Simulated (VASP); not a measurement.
An input for Quantum ESPRESSO's pw.x (written as the equivalent of a VASP run, and not itself run):

```
&CONTROL
  calculation = 'scf'
  pseudo_dir = './pseudo'
  outdir = './out'
  tprnfor = .true.
  tstress = .true.
/
&SYSTEM
  ibrav = 0
  nat = 5
  ntyp = 3
  ecutwfc = 72
  occupations = 'tetrahedra'
  input_dft = 'vdw-df2'
/
&ELECTRONS
  conv_thr = 7.3e-09
  electron_maxstep = 100
/
ATOMIC_SPECIES
  Cs 132.905 Cs.upf
  Sn 118.710 Sn.upf
  I 126.904 I.upf
CELL_PARAMETERS angstrom
     6.3818417    0.0000000    0.0000000
     0.0000000    6.3818417    0.0000000
     0.0000000    0.0000000    6.3818417
ATOMIC_POSITIONS crystal
  Cs   0.0000000  0.0000000  0.0000000
  Sn   0.5000000  0.5000000  0.5000000
  I    0.5000000  0.0000000  0.5000000
  I    0.0000000  0.5000000  0.5000000
  I    0.5000000  0.5000000  0.0000000
K_POINTS automatic
  4 4 4 0 0 0
```

### Question
Write the VASP files for the same calculation (vdW-DF2).

### Answer
This is not unique; one that fits is 
POSCAR:
```
CsSnI3
1
    6.3818417205     0.0000000000     0.0000000000
    0.0000000000     6.3818417205     0.0000000000
    0.0000000000     0.0000000000     6.3818417205
Cs Sn I
1 1 3
Direct
  0.0000000000   0.0000000000   0.0000000000
  0.5000000000   0.5000000000   0.5000000000
  0.5000000000   0.0000000000   0.5000000000
  0.0000000000   0.5000000000   0.5000000000
  0.5000000000   0.5000000000   0.0000000000
```

INCAR:
```
SYSTEM = CsSnI3
PREC = Accurate; ENCUT = 520; LREAL = .False.
LASPH = .True.
EDIFF = 1E-7; NELM = 100; ALGO = Normal
LMAXMIX = 4
ISMEAR = -5
GGA = ML; LUSE_VDW = .True.; AGGAC = 0.0
ZAB_VDW = -1.8867
ISIF = 2
LWAVE = .False.; LCHARG = .True.; LORBIT = 11
NEDOS = 601
LEFG = .True.
```

### KPOINTS
```
Automatic mesh
0
Gamma
 4 4 4
0 0 0
```

POTCAR, in this order: Cs_sv Sn_d I (PBE.64 set). Program: vasp_std.

What does not carry over: the potentials are each code's own (VASP's PAW set, PseudoDojo norm-conserving files in pw.x), so ENCUT and ecutwfc are chosen apart and not converted; conv_thr bounds pw.x's estimated SCF error, while EDIFF bounds the energy change between steps; the field gradients of LEFG aren't asked of the other code.

The compound is CsSnI3 in the cubic perovskite structure, the ideal cubic form; the compound distorts at low or room temperature. It was relaxed first, which changed the volume by +8 %.
